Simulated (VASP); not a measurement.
Computed with PBEsol GGA, VASP's PBE PAW potentials (set 64) (plane waves; VASP 6.6.1).

A VASP calculation is set up with these files.

KPOINTS:
```
Regular mesh
0
G
  3 3 6
```

File POSCAR:
```
Cd4S3Se
1.0
  0.0004959985   5.8884523136   5.8832873905
  5.8884523136   0.0004959985   5.8832873905
  2.9444741560   2.9444741560   0.0000000000
Cd Se S
4 1 3
Cart
  5.8889483121   5.8889483121  11.6877012464
  5.9292495787   8.7931212015   8.8630143298
  8.7931212015   5.9292495787   8.8630143298
  5.8889483121   5.8889483121   5.8858213647
  1.4722370780   1.4722370780   1.4781158744
  4.4102199539   1.4787283582   4.4117752356
  1.4787283582   4.4102199539   4.4117752356
  4.4167112341   4.4167112341   7.3483688981
```

### INCAR
```
NSW = 60   ! most ionic steps
LCHARG = .FALSE.
LREAL = .FALSE.
ALGO = Normal   ! blocked Davidson
GGA = PS
LASPH = .TRUE.
NELM = 100   ! most electronic steps
SYSTEM = Cd4S3Se
ENCUT = 400
IBRION = 2
ISMEAR = 0   ! Gaussian
EDIFF = 1E-6   ! SCF stop (eV)
LWAVE = .FALSE.
SIGMA = 0.05   ! width (eV)
LMAXMIX = 4   ! l cut-off of mixed one-centre charges
EDIFFG = -0.02   ! ionic stop
PREC = Accurate
ISIF = 3
```

POTCAR, in this order: Cd Se S (PBE.64 set). Program: vasp_std.

The resulting files:

File OSZICAR:
```
       N       E                     dE             d eps       ncg     rms          rms(c)
DAV:   1     0.453578364861E+03    0.45358E+03   -0.30754E+04  1376   0.125E+03
DAV:   2    -0.488415380220E+00   -0.45407E+03   -0.44592E+03  1547   0.343E+02
DAV:   3    -0.280921613893E+02   -0.27604E+02   -0.27493E+02  1594   0.843E+01
DAV:   4    -0.284437262627E+02   -0.35156E+00   -0.35112E+00  1602   0.916E+00
DAV:   5    -0.284495394107E+02   -0.58131E-02   -0.58103E-02  1604   0.115E+00    0.155E+01
DAV:   6    -0.266171316673E+02    0.18324E+01   -0.45445E+00  1673   0.172E+01    0.119E+01
DAV:   7    -0.265759331871E+02    0.41198E-01   -0.16373E+00  1535   0.541E+00    0.509E+00
DAV:   8    -0.265579101256E+02    0.18023E-01   -0.28568E-01  1616   0.417E+00    0.809E-01
DAV:   9    -0.265534266738E+02    0.44835E-02   -0.49872E-02  1661   0.206E+00    0.210E-01
DAV:  10    -0.265533487070E+02    0.77967E-04   -0.29706E-03  1587   0.404E-01    0.131E-01
DAV:  11    -0.265534062525E+02   -0.57546E-04   -0.21450E-04  1530   0.888E-02    0.798E-02
DAV:  12    -0.265534921780E+02   -0.85926E-04   -0.13205E-04  1744   0.646E-02    0.250E-02
DAV:  13    -0.265534959766E+02   -0.37986E-05   -0.43306E-05  1530   0.322E-02    0.155E-02
DAV:  14    -0.265534953061E+02    0.67054E-06   -0.96720E-06  1352   0.139E-02
   1 F= -.26553495E+02 E0= -.26553495E+02  d E =-.265535E+02
       N       E                     dE             d eps       ncg     rms          rms(c)
DAV:   1    -0.265543722127E+02   -0.87624E-03   -0.59321E-02  1418   0.140E+00    0.202E-01
DAV:   2    -0.265538857533E+02    0.48646E-03   -0.29329E-03  1637   0.406E-01    0.798E-02
DAV:   3    -0.265538209902E+02    0.64763E-04   -0.19032E-04  1551   0.900E-02    0.623E-02
DAV:   4    -0.265538035856E+02    0.17405E-04   -0.28375E-05  1536   0.258E-02    0.150E-02
DAV:   5    -0.265538008159E+02    0.27697E-05   -0.49285E-06  1485   0.182E-02    0.660E-03
DAV:   6    -0.265538003952E+02    0.42077E-06   -0.69170E-07   799   0.484E-03
   2 F= -.26553800E+02 E0= -.26553800E+02  d E =-.305089E-03
       N       E                     dE             d eps       ncg     rms          rms(c)
DAV:   1    -0.265540426191E+02   -0.24180E-03   -0.18325E-02  1397   0.774E-01    0.112E-01
DAV:   2    -0.265538946304E+02    0.14799E-03   -0.89815E-04  1637   0.223E-01    0.446E-02
DAV:   3    -0.265538740274E+02    0.20603E-04   -0.58377E-05  1548   0.496E-02    0.346E-02
DAV:   4    -0.265538674431E+02    0.65842E-05   -0.87307E-06  1416   0.143E-02    0.854E-03
DAV:   5    -0.265538661558E+02    0.12873E-05   -0.14402E-06   821   0.986E-03    0.369E-03
DAV:   6    -0.265538658861E+02    0.26970E-06   -0.35706E-07   793   0.372E-03
   3 F= -.26553866E+02 E0= -.26553866E+02  d E =-.370580E-03
```

### OUTCAR
```
------------------------ aborting loop because EDIFF is reached ----------------------------------------
  FORCE on cell =-STRESS in cart. coord.  units (eV):
  Direction    XX          YY          ZZ          XY          YZ          ZX
  --------------------------------------------------------------------------------------
  Total       -0.0602673     -0.0602673     -0.0464154      0.0036391     -0.0000000     -0.0000000
  in kB       -0.4726157     -0.4726157     -0.3639893      0.0285375     -0.0000000     -0.0000000
  external PRESSURE =      -0.4364069 kB  Pullay stress =       0.0000000 kB
  volume of cell :      204.31
      direct lattice vectors                 reciprocal lattice vectors
    -0.000865828  5.891158628  5.886844299    -0.084860476  0.084860476  0.084935149
     5.891158628 -0.000865828  5.886844299     0.084860476 -0.084860476  0.084935149
     2.945146400  2.945146400  0.000000000     0.169770847  0.169770847 -0.169870299
 POSITION                                       TOTAL-FORCE (eV/Angst)
 -----------------------------------------------------------------------------------
      5.89029      5.89029     11.69543        -0.000000     -0.000000     -0.005682
      5.93040      8.79533      8.86711         0.007748     -0.007748     -0.008691
      8.79533      5.93040      8.86711        -0.007748      0.007748     -0.008691
      5.89029      5.89029      5.89105         0.000000      0.000000      0.011465
      1.47257      1.47257      1.48149         0.000000      0.000000      0.010902
      4.40950      1.48079      4.41434        -0.008077      0.008077      0.002716
      1.48079      4.40950      4.41434         0.008077     -0.008077      0.002716
      4.41772      4.41772      7.35073        -0.000000     -0.000000     -0.004734
 -----------------------------------------------------------------------------------
    total drift:                                0.000087      0.000087     -0.000719
  FREE ENERGIE OF THE ION-ELECTRON SYSTEM (eV)
  ---------------------------------------------------
  free  energy   TOTEN  =       -26.5538658861 eV

  energy  without entropy=      -26.5538658861  energy(sigma->0) =      -26.55386589

 reached required accuracy - stopping structural energy minimisation
```
(Selected blocks of OUTCAR.)

**CONTCAR**
```
Cd4S3Se
   1.00000000000000
    -0.0008658279922766    5.8911586279838417    5.8868442987302441
     5.8911586279838417   -0.0008658279922766    5.8868442987302441
     2.9451463999457408    2.9451463999457408    0.0000000000000303
  Cd              Se              S
     4     1     3
Direct
     0.9933529704871035    0.9933529704871035    0.0132940590257859
     0.9962487680524305    0.5100095214001232    0.9937417105474463
     0.5100095214001232    0.9962487680524305    0.9937417105474463
     0.5003570689859220    0.5003570689859220    0.9992858620281488
     0.1258304523933710    0.1258304523933710    0.2483390952132580
     0.1264010306818079    0.6234648276928513    0.2501341416253480
     0.6234648276928513    0.1264010306818079    0.2501341416253480
     0.6243353603063907    0.6243353603063907    0.2513292793872114
```

**OUTCAR**
```
 val. band max:        1.2194860652   @ k =   0.0000   0.0000   0.0000

 cond. band min:       1.9921591358   @ k =   0.0000   0.0000   0.0000


 Fermi energy:         1.4278874042

 k-point     1 :       0.0000    0.0000    0.0000
  band No.  band energies     occupation
      1     -11.3289      2.00000
      2     -10.9104      2.00000
      3     -10.8881      2.00000
      4     -10.7653      2.00000
      5      -6.6675      2.00000
      6      -6.6645      2.00000
      7      -6.6615      2.00000
      8      -6.5543      2.00000
      9      -6.5433      2.00000
     10      -6.5336      2.00000
     11      -6.5239      2.00000
     12      -6.4464      2.00000
     13      -6.3255      2.00000
     14      -6.3199      2.00000
     15      -6.2089      2.00000
     16      -6.2073      2.00000
     17      -6.1603      2.00000
     18      -6.1603      2.00000
     19      -6.1575      2.00000
     20      -6.1486      2.00000
     21      -6.0999      2.00000
     22      -5.8583      2.00000
     23      -5.8125      2.00000
     24      -5.7675      2.00000
     25      -3.4261      2.00000
     26      -3.3027      2.00000
     27      -2.9187      2.00000
     28      -0.8149      2.00000
     29      -0.7980      2.00000
     30       0.2240      2.00000
     31       0.3368      2.00000
     32       0.3446      2.00000
     33       0.4600      2.00000
     34       1.1509      2.00000
     35       1.1647      2.00000
     36       1.2195      2.00000
     37       1.9922      0.00000
     38       3.8198      0.00000
     39       3.9263      0.00000
     40       4.4129      0.00000
     41       5.2229      0.00000
     42       7.4204      0.00000
     43       7.4284      0.00000

 k-point     2 :       0.3333    0.0000    0.0000
  band No.  band energies     occupation
      1     -11.2236      2.00000
      2     -11.0067      2.00000
      3     -10.8669      2.00000
      4     -10.7991      2.00000
      5      -6.6348      2.00000
...
```

The structure was generated: Cd4S3Se was put into an ordered model structure (Amm2), which need not be its known phase. This run relaxes it. Symmetry was kept, so distortions that lower it aren't found. The start is the result of an earlier pass.
